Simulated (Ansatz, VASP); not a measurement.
# TaSnO3: VASP beside Ansatz, part 2 of 2

One calculation is typed for both programs; each brings its own data sets. How far apart do they land? Of the first pair: The two relaxations start from unlike cells of this crystal (the structure described is Ansatz's start), so only their ends are compared.

VASP 6.6.1 and Ansatz 0.2.0.

So far: Starting point; Ansatz: relaxation of cell and atoms, PBEsol, pair 1; VASP: relaxation of cell and atoms, PBEsol, pair 1.

**4. Side by side**

Known differences besides the potentials themselves: the data sets hold 45 valence electrons in Ansatz (on its PAW soft_1 files) and 43 in VASP; the cutoff is 420 eV in Ansatz and 600 eV in VASP; Ansatz makes its cores anew for this functional, VASP keeps those of its PBE data sets; Ansatz adds a Pulay correction to the stress that steers its cell, VASP none. Total energies have different zeros and are not compared.

Compared:

| quantity | Ansatz | VASP | difference |
| --- | --- | --- | --- |
| volume (Å³) | 65.21 | 65.37 | -0.24 % |
| edge a after relaxation, in the typed setting (Å) | 4.025 | 4.028 | -0.08 % |

**5. VASP: relaxation of cell and atoms, PBEsol, pair 2**

The relaxed volume is the usual yardstick between codes: in a stiff, nearly cubic crystal its relative difference is about their pressure difference at one cell divided by the bulk modulus. Its start cell is another than that of the pair before, and may be another structure of the material.

The input, INCAR:

```
SYSTEM = TaSnO3
PREC = Accurate
ENCUT = 600
EDIFF = 1E-07
NELM = 120
ISMEAR = 0
SIGMA = 0.1
LREAL = .FALSE.
ALGO = Normal
GGA = PS
NBANDS = 27
LASPH = .TRUE.
LORBIT = 11
LWAVE = .FALSE.
LCHARG = .FALSE.
ISIF = 3
IBRION = 2
NSW = 80
EDIFFG = -0.005
GGA_COMPAT = .FALSE.
NELMIN = 4
KPAR = 2
```

The input, POSCAR:

```
TaSnO3
1.0
    4.0249960000      0.0000000000      0.0000000000
    0.0000000000      4.0249960000      0.0000000000
    0.0000000000      0.0000000000      4.0249960000
Ta Sn O
1 1 3
Direct
    0.5000000000      0.5000000000      0.5000000000
    0.0000000000      0.0000000000      0.0000000000
    0.0000000000      0.5000000000      0.5000000000
    0.5000000000      0.0000000000      0.5000000000
    0.5000000000      0.5000000000      0.0000000000
```

The input, KPOINTS:

```
Automatic mesh
0
Gamma
10 10 10
0 0 0
```

The projector-augmented-wave data sets are Ta_pv, Sn_d and O (PBE family, release 64).

Launch:

```sh
mpirun -np 2 vasp_std
```

Numbers of over 12 decimals in the logs are rounded to 6 here.

What it wrote:

```text
[banner, memory and clock lines left out]
running    2 mpi-ranks, on    1 nodes
[...]
[... a notice as in an earlier step ...]

 LDA part: xc-table for (Slater+PW92), standard interpolation
 POSCAR, INCAR and KPOINTS ok, starting setup
[...]
entering main loop
       N       E                     dE             d eps       ncg     rms          rms(c)
DAV:   1     0.518893764240E+03    0.51889E+03   -0.24089E+04  3110   0.231E+03
DAV:   2     0.174934738835E+02   -0.50140E+03   -0.48662E+03  3313   0.610E+02
DAV:   3    -0.459594430707E+02   -0.63453E+02   -0.61754E+02  3497   0.182E+02
DAV:   4    -0.489172819012E+02   -0.29578E+01   -0.29146E+01  3629   0.401E+01
[...]
DAV:  13    -0.424943511066E+02   -0.54187E-06   -0.40046E-06  3809   0.193E-02    0.283E-03
DAV:  14    -0.424943506286E+02    0.47798E-06   -0.36084E-07  3214   0.564E-03    0.126E-03
DAV:  15    -0.424943506266E+02    0.20391E-08   -0.22248E-08  1665   0.154E-03
   1 F= -.42494351E+02 E0= -.42490729E+02  d E =-.424944E+02
[...]
DAV:   9    -0.424942413744E+02    0.14505E-07   -0.22967E-08  1530   0.143E-03
   2 F= -.42494241E+02 E0= -.42490593E+02  d E =0.109252E-03
 trial-energy change:    0.000109  1 .order    0.000104   -0.000477    0.000685
 step:   0.4040(harm=  0.4105)  dis= 0.00000  next Energy=   -42.494447 (dE=-0.960E-04)
[...]
N       E                     dE             d eps       ncg     rms          rms(c)
DAV:   1    -0.424960215431E+02   -0.17802E-02   -0.39851E-02  3964   0.219E+00    0.320E-01
DAV:   2    -0.424946695207E+02    0.13520E-02   -0.41508E-03  3140   0.528E-01    0.133E-01
DAV:   3    -0.424944749554E+02    0.19457E-03   -0.51707E-04  3361   0.268E-01    0.386E-02
DAV:   4    -0.424944482046E+02    0.26751E-04   -0.96578E-05  3949   0.962E-02    0.101E-02
DAV:   5    -0.424944457342E+02    0.24703E-05   -0.58462E-06  4372   0.222E-02    0.381E-03
DAV:   6    -0.424944461282E+02   -0.39404E-06   -0.84089E-07  3200   0.786E-03    0.197E-03
DAV:   7    -0.424944463875E+02   -0.25927E-06   -0.57290E-08  1536   0.229E-03    0.612E-04
DAV:   8    -0.424944464371E+02   -0.49593E-07   -0.27140E-08  1521   0.131E-03
   3 F= -.42494446E+02 E0= -.42490814E+02  d E =-.958105E-04
[...]
reached required accuracy - stopping structural energy minimisation
```

Parts of OUTCAR (step 5):

```text
  Total        0.0008833      0.0008833      0.0008833     -0.0000000      0.0000000     -0.0000000
  in kB        0.0216713      0.0216713      0.0216713     -0.0000000      0.0000000     -0.0000000
  external PRESSURE =       0.0216713 kB  Pullay stress =       0.0000000 kB

 POSITION                                       TOTAL-FORCE (eV/Angst)
 -----------------------------------------------------------------------------------
      2.01350      2.01350      2.01350         0.000000     -0.000000      0.000000
      0.00000      0.00000      0.00000        -0.000000      0.000000      0.000000
     -0.00000      2.01350      2.01350         0.000000     -0.000000      0.000000
      2.01350     -0.00000      2.01350        -0.000000     -0.000000      0.000000
      2.01350      2.01350      0.00000        -0.000000      0.000000      0.000000
 -----------------------------------------------------------------------------------
    total drift:                                0.000000     -0.000000     -0.000000

  FREE ENERGIE OF THE ION-ELECTRON SYSTEM (eV)
  ---------------------------------------------------
  free  energy   TOTEN  =       -42.4944464371 eV

  energy  without entropy=      -42.4871813300  energy(sigma->0) =      -42.49081388

[... 1 part as in an earlier step ...]

[... 3 further parts left out ...]
[key lines of the parts left out:]
E-fermi :   7.8805
```

**6. Ansatz: relaxation of cell and atoms, PBEsol, pair 2**

The same cell, functional, mesh and smearing now go to Ansatz, which takes its cutoff from its data sets.

The cell is taken from a series of runs on this material, whose earlier steps may have relaxed, scaled, displaced or heated it; both programs get it as it stands.

The input, input.yaml:

```yaml
crystal:
  lattice:
    - [4.0249960532, 0.0, 0.0]
    - [0.0, 4.0249960532, 0.0]
    - [0.0, 0.0, 4.0249960532]
  atoms:
    - { symbol: Ta, position: [0.5, 0.5, 0.5] }
    - { symbol: Sn, position: [0.0, 0.0, 0.0] }
    - { symbol: O, position: [0.0, 0.5, 0.5] }
    - { symbol: O, position: [0.5, 0.0, 0.5] }
    - { symbol: O, position: [0.5, 0.5, 0.0] }
kpoints:
  mp_grid: { grid: [10, 10, 10] }
hamiltonian:
  xc: pbesol
  pseudopotentials: { kind: paw, azcp: { folder: soft_1 }, xc_functional: pbe }
scf:
  occupations: { method: gaussian, width: 0.1 }
output:
  forces: true
  stress: true
  eigenvalues: true
relax:
  adjacent_minimum: "off"
  f_tol: 0.005
  max_steps: 80
  cell: { stress_tol: 0.05 }
```

Launch:

```sh
ansatz run input.yaml --threads 4 --pin off --max-ram 10240MiB --backend cpu --events-out ev --progress --plain --runs-dir out
```

What it wrote:

```text
[...]
Crystal: 5 atoms, lattice volume = 65.207 Å³
Basis set: ecut = 420 eV, 1309 PW (Γ), exchange–correlation on 54×54×54 points (8 copies of the dense FFT grid, shifted against one another)
Bands: 28, of which v1, the nominal top of the filled ones, is band 23 counted from 1 (22 counted from 0)
Symmetry: 48 space group operations
[...]
k-points: 56 of 1000
[...]
--- Relaxed structure (3 steps of the walk, 3 accepted, 1 SCFs on fresh bases) ---
[...]
cell:  # Å, volume = 65.1578 Å³
    - [4.023978, 0, 0]
    - [0, 4.023978, 0]
    - [0, 0, 4.023978]
  atoms:
    - { symbol: Ta, position: [0.5, 0.5, 0.5] }
    - { symbol: Sn, position: [0, 0, 0] }
    - { symbol: O, position: [0, 0.5, 0.5] }
    - { symbol: O, position: [0.5, 0, 0.5] }
    - { symbol: O, position: [0.5, 0.5, 0] }
[key lines of the parts left out:]
SCF converged after 6 iterations
Free energy (F): -17442.244007 eV
Fermi energy:    13.752584 eV
P = ⅓ Tr σ = -0.0032 GPa (-0.032 kbar)
```

**7. Side by side**

What differs besides the data sets and the points named for the pairs above, as far as they apply: the data sets hold 45 valence electrons in Ansatz (on its PAW soft_1 files) and 43 in VASP. Total energies have different zeros and are not compared.

Compared:

```
                                         quantity  Ansatz   VASP  difference
                                      volume (Å³)   65.16  65.31     -0.23 %
edge a after relaxation, in the typed setting (Å)   4.024  4.027     -0.07 %
```

**8. Outcome**

```json
{
  "difference in volume (relaxation of cell and atoms, PBEsol, pair 1)": "-0.24 %",
  "difference in volume (relaxation of cell and atoms, PBEsol, pair 2)": "-0.23 %"
}
```

In words: The difference in volume is -0.24 % (relaxation of cell and atoms, PBEsol, pair 1), within the 1.2 % picked in this series as the mark of a large difference, as far as the stopping tolerances let one tell. The data sets hold unlike numbers of valence electrons (45 in Ansatz and 43 in VASP), so part of the differences comes from the potentials. Such differences can come from data sets, numerical settings and the points named under the comparisons, not from the functional's error against experiment.

[Lines on the potential files, build, host, timing and source positions are cut from VASP's logs without a mark.]

[Logs are printed without paths, hosts, clocks, repeated set-up lines and the standing remarks that a program may print on its own settings, such as how far it seeks lower states.]

[Hosts, paths, dates, database ids (printed as entryN), source tags and the programs' standing remarks are cut or masked in the printed files.]
